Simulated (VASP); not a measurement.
VASP runs on FePt (L1_0) share one base input (PBE GGA, plane waves, VASP's PBE PAW potentials (set 64)) and change the settings named in each case.

### INCAR
```
! general
SYSTEM =FePt
PREC   =Accurate
ENCUT  =400
LREAL  =F
LASPH  =T

! electronic loop
EDIFF  =1E-6
NELM   =100
ALGO   =Normal
LMAXMIX=6

! smearing
ISMEAR =1
SIGMA  =0.1

! functional
GGA    =PE

! spin
ISPIN  =2
MAGMOM =3.0 0.0

! ions
ISIF   =2

! output
LWAVE  =F
LCHARG =F
LORBIT =10
```

KPOINTS:
```
K-points
0
G
  12 12 9
```

### POSCAR
```
FePt
1
    2.7200000000     0.0000000000     0.0000000000
    0.0000000000     2.7200000000     0.0000000000
    0.0000000000     0.0000000000     3.7100000000
Fe Pt
1 1
Direct
  0.0000000000   0.0000000000   0.0000000000
  0.5000000000   0.5000000000   0.5000000000
```

POTCAR, in this order: Fe Pt (PBE.64 set). Program: vasp_std.

| change | E(σ→0) (eV/atom) | pressure (GPa) | moment (μB) | −TS (eV) | irreducible k-points |
|---|---|---|---|---|---|
| base run | -7.3970 | 4.04 | 3.27 | -0.0010 | 140 |
| KGAMMA = .TRUE., KSPACING = 0.5, KPOINTS file removed | -7.3576 | 6.03 | 3.52 | -0.0007 | 18 |
| KGAMMA = .TRUE., KSPACING = 0.3, KPOINTS file removed | -7.4067 | 3.88 | 3.32 | 0.0009 | 60 |
| KGAMMA = .TRUE., KSPACING = 0.35, KPOINTS file removed | -7.3880 | 3.76 | 3.22 | 0.0005 | 30 |
| KGAMMA = .TRUE., KSPACING = 0.4, KPOINTS file removed | -7.4064 | 2.46 | 3.17 | -0.0018 | 30 |
| KGAMMA = .FALSE., KSPACING = 0.16, KPOINTS file removed | ___ | ___ | ___ | ___ | 216 |

Fill in the missing entries.

- KGAMMA = .FALSE., KSPACING = 0.16, KPOINTS file removed, E(σ→0) (eV/atom): -7.3994
- KGAMMA = .FALSE., KSPACING = 0.16, KPOINTS file removed, pressure (GPa): 3.80
- KGAMMA = .FALSE., KSPACING = 0.16, KPOINTS file removed, moment (μB): 3.26
- KGAMMA = .FALSE., KSPACING = 0.16, KPOINTS file removed, −TS (eV): 0.0007

Unless said otherwise, spin-orbit coupling is left out, though it shifts the bands of the heavy elements here.

Left out are runs that ran out of time, are held back, or changed the cell or the kind of run, fixed moments of cells without a moment, rows past the twelfth, gaps on odd meshes, pressures of charged cells and columns that move by less than the noise.

The compound is FePt in the L1_0 structure. The cell was not relaxed at this level. The spin order is the one that the start imposed; others were not tried in this run.
